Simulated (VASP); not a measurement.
These are optB88-vdW, VASP's PBE PAW potentials (set 64) (plane waves; VASP) values and carry that method's errors.

The input files of a VASP run:

POSCAR:
```
NiSi2
1
    0.0000000000     2.7360690691     2.7360690691
    2.7360690691     0.0000000000     2.7360690691
    2.7360690691     2.7360690691     0.0000000000
Si Ni
2 1
Direct
  0.2500000000   0.2500000000   0.2500000000
  0.7500000000   0.7500000000   0.7500000000
  0.0000000000   0.0000000000   0.0000000000
```

**INCAR**
```
! general
SYSTEM    =  NiSi2
PREC      =  Accurate
ENCUT     =  520
LREAL     =  .False.
LASPH     =  .True.

! electronic loop
EDIFF     =  1E-7
NELM      =  100
ALGO      =  Normal
LMAXMIX   =  4

! smearing
ISMEAR    =  1
SIGMA     =  0.1

! functional
GGA       =  BO
LUSE_VDW  =  .True.
AGGAC     =  0.0
PARAM1    =  0.1833333333
PARAM2    =  0.22

! ions
ISIF      =  2

! output
LWAVE     =  .False.
LCHARG    =  .False.
```

**KPOINTS**
```
Regular mesh
0
gamma
 10 10 10
0 0 0
```

POTCAR, in this order: Si Ni (PBE.64 set). Program: vasp_std.

Output of the run:

OUTCAR:
```
 ion  position               nearest neighbor table
   1  0.250  0.250  0.250-   3 2.37   3 2.37   3 2.37   3 2.37   2 2.74   2 2.74   2 2.74   2 2.74
                             2 2.74   2 2.74
   2  0.750  0.750  0.750-   3 2.37   3 2.37   3 2.37   3 2.37   1 2.74   1 2.74   1 2.74   1 2.74
                             1 2.74   1 2.74
   3  0.000  0.000  0.000-   2 2.37   2 2.37   2 2.37   1 2.37   1 2.37   1 2.37   2 2.37   1 2.37
  LATTYP: Found a face centered cubic cell.
 ALAT       =     5.4721381382
 Subroutine PRICEL returns:
 Original cell was already a primitive cell.
 Subroutine GETGRP returns: Found 48 space group operations
The static configuration has the point symmetry O_h .
The dynamic configuration has the point symmetry O_h .
 Subroutine INISYM returns: Found 48 space group operations
 Subroutine IBZKPT returns following result:
 Found     47 irreducible k-points:

 Following reciprocal coordinates:
            Coordinates               Weight
  0.000000  0.000000  0.000000      1.000000
  0.100000  0.000000  0.000000      8.000000
  0.200000  0.000000  0.000000      8.000000
  0.300000  0.000000  0.000000      8.000000
  0.400000  0.000000  0.000000      8.000000
  0.500000  0.000000  0.000000      4.000000
  0.100000  0.100000  0.000000      6.000000
  0.200000  0.100000  0.000000     24.000000
  0.300000  0.100000  0.000000     24.000000
  0.400000  0.100000  0.000000     24.000000
  0.500000  0.100000  0.000000     24.000000
 -0.400000  0.100000  0.000000     24.000000
 -0.300000  0.100000  0.000000     24.000000
 -0.200000  0.100000  0.000000     24.000000
 -0.100000  0.100000  0.000000     12.000000
  0.200000  0.200000  0.000000      6.000000
  0.300000  0.200000  0.000000     24.000000
  0.400000  0.200000  0.000000     24.000000
  0.500000  0.200000  0.000000     24.000000
 -0.400000  0.200000  0.000000     24.000000
 -0.300000  0.200000  0.000000     24.000000
 -0.200000  0.200000  0.000000     12.000000
  0.300000  0.300000  0.000000      6.000000
  0.400000  0.300000  0.000000     24.000000
  0.500000  0.300000  0.000000     24.000000
 -0.400000  0.300000  0.000000     24.000000
 -0.300000  0.300000  0.000000     12.000000
  0.400000  0.400000  0.000000      6.000000
  0.500000  0.400000  0.000000     24.000000
 -0.400000  0.400000  0.000000     12.000000
  0.500000  0.500000  0.000000      3.000000
  0.300000  0.200000  0.100000     24.000000
  0.400000  0.200000  0.100000     48.000000
  0.500000  0.200000  0.100000     48.000000
 -0.400000  0.200000  0.100000     24.000000
  0.400000  0.300000  0.100000     24.000000
  0.500000  0.300000  0.100000     48.000000
 -0.400000  0.300000  0.100000     48.000000
 -0.300000  0.300000  0.100000     48.000000
 -0.200000  0.300000  0.100000     24.000000
   k-points           NKPTS =     47   k-points in BZ     NKDIM =     47   number of bands    NBANDS=     13
   number of dos      NEDOS =    301   number of ions     NIONS =      3
   total plane-waves  NPLWV =  27000
   dimension x,y,z NGX =    30 NGY =   30 NGZ =   30
   dimension x,y,z NGXF=    60 NGYF=   60 NGZF=   60
   ions per type =               2   1
   PREC   = accura    normal or accurate (medium, high low for compatibility)
   ISTART =      0    job   : 0-new  1-cont  2-samecut
   ICHARG =      2    charge: 1-file 2-atom 10-const
   ISPIN  =      1    spin polarized calculation?
   LNONCOLLINEAR =      F non collinear calculations
   LSORBIT =      F    spin-orbit coupling
   INIWAV =      1    electr: 0-lowe 1-rand  2-diag
   ENCUT  =  520.0 eV  38.22 Ry    6.18 a.u.   7.19  7.19  7.19*2*pi/ulx,y,z
   NELM   =    100;   NELMIN=  2; NELMDL= -5     # of ELM steps
   EDIFF  = 0.1E-06   stopping-criterion for ELM
...
```

File OSZICAR:
```
       N       E                     dE             d eps       ncg     rms          rms(c)
DAV:   1     0.769250046912E+02    0.76925E+02   -0.78837E+03  1230   0.139E+03
DAV:   2    -0.903514221065E+01   -0.85960E+02   -0.81291E+02  1282   0.252E+02
DAV:   3    -0.132121158375E+02   -0.41770E+01   -0.39944E+01  1541   0.619E+01
DAV:   4    -0.133016413721E+02   -0.89526E-01   -0.89214E-01  1485   0.848E+00
DAV:   5    -0.133039057150E+02   -0.22643E-02   -0.22639E-02  1579   0.145E+00    0.143E+01
DAV:   6    -0.171983873024E+02   -0.38945E+01   -0.41739E+01  1328   0.162E+02    0.220E+01
DAV:   7    -0.118148750240E+02    0.53835E+01   -0.12899E+01  1477   0.104E+02    0.316E+00
DAV:   8    -0.117994194243E+02    0.15456E-01   -0.18059E+00  1789   0.219E+01    0.256E+00
DAV:   9    -0.117530395687E+02    0.46380E-01   -0.27678E-01  1448   0.117E+01    0.566E-01
DAV:  10    -0.117514024900E+02    0.16371E-02   -0.11940E-02  1628   0.229E+00    0.227E-01
DAV:  11    -0.117514955212E+02   -0.93031E-04   -0.82311E-04  1486   0.248E-01    0.542E-02
DAV:  12    -0.117515152187E+02   -0.19697E-04   -0.33507E-05  1528   0.547E-02    0.183E-02
DAV:  13    -0.117515107845E+02    0.44341E-05   -0.95046E-06  1813   0.724E-02    0.528E-03
DAV:  14    -0.117515107346E+02    0.49899E-07   -0.19920E-06  1889   0.181E-02    0.341E-03
DAV:  15    -0.117515107112E+02    0.23466E-07   -0.23909E-07  1076   0.119E-02
   1 F= -.11751511E+02 E0= -.11751088E+02  d E =-.126669E-02
```

File OUTCAR:
```
------------------------ aborting loop because EDIFF is reached ----------------------------------------
  FORCE on cell =-STRESS in cart. coord.  units (eV):
  Direction    XX          YY          ZZ          XY          YZ          ZX
  --------------------------------------------------------------------------------------
  Total       -0.1499144     -0.1499144     -0.1499144      0.0000000      0.0000000     -0.0000000
  in kB       -5.8633103     -5.8633103     -5.8633103      0.0000000      0.0000000     -0.0000000
  external PRESSURE =      -5.8633103 kB  Pullay stress =       0.0000000 kB
  volume of cell :       40.96
      direct lattice vectors                 reciprocal lattice vectors
     0.000000000  2.736069069  2.736069069    -0.182743925  0.182743925  0.182743925
     2.736069069  0.000000000  2.736069069     0.182743925 -0.182743925  0.182743925
     2.736069069  2.736069069  0.000000000     0.182743925  0.182743925 -0.182743925
 POSITION                                       TOTAL-FORCE (eV/Angst)
 -----------------------------------------------------------------------------------
      1.36803      1.36803      1.36803        -0.000000     -0.000000      0.000000
      4.10410      4.10410      4.10410         0.000000      0.000000     -0.000000
      0.00000      0.00000      0.00000        -0.000000      0.000000      0.000000
 -----------------------------------------------------------------------------------
    total drift:                                0.000000     -0.000000     -0.000000
  FREE ENERGIE OF THE ION-ELECTRON SYSTEM (eV)
  ---------------------------------------------------
  free  energy   TOTEN  =       -11.7515107112 eV

  energy  without entropy=      -11.7502440258  energy(sigma->0) =      -11.75108848
```
(Selected blocks of OUTCAR.)

The compound is NiSi2 in the fluorite structure. It was relaxed first. The run is not spin-polarised, so no magnetic state was tried.
